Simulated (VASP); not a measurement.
Calculation: TPSS meta-GGA, VASP's PBE PAW potentials (set 64) (plane waves; VASP).

The input files of a VASP run:

File KPOINTS:
```
Automatic mesh
0
Gamma
15 15 8
0 0 0
```

File POSCAR:
```
Co
1.0
  1.2550000000  -2.1737240000   0.0000000000
  1.2550000000   2.1737240000   0.0000000000
  0.0000000000   0.0000000000   4.0700000000
Co
2
Direct
  0.3333330000   0.6666670000   0.2500000000
  0.6666670000   0.3333330000   0.7500000000
```

**INCAR**
```
SYSTEM = Co
PREC = Accurate
ENCUT = 520
EDIFF = 1E-6
NELM = 100
ALGO = Normal
LREAL = .FALSE.
LASPH = .TRUE.
ISMEAR = 1
SIGMA = 0.1
METAGGA = TPSS
LMIXTAU = .TRUE.
LMAXMIX = 4
ISPIN = 2
MAGMOM = 1.8 1.8
LORBIT = 10
LWAVE = .FALSE.
LCHARG = .FALSE.
IBRION = 2
ISIF = 3
NSW = 60
EDIFFG = -0.01
```

POTCAR, in this order: Co (PBE.64 set). Program: vasp_std.

Q: What will the output report for the number of irreducible k-points (NKPTS), largest plane-wave count, number of space-group operations, FFT grid (NGX, NGY, NGZ)?

A: 
```yaml
number of irreducible k-points (NKPTS): 135
largest_plane_wave_count: 612
number_of_space_group_operations: 24
FFT grid (NGX, NGY, NGZ): 20 × 20 × 30
```

The compound is Co in the hcp structure. This run relaxes it. Symmetry was kept, so distortions that lower it aren't found.
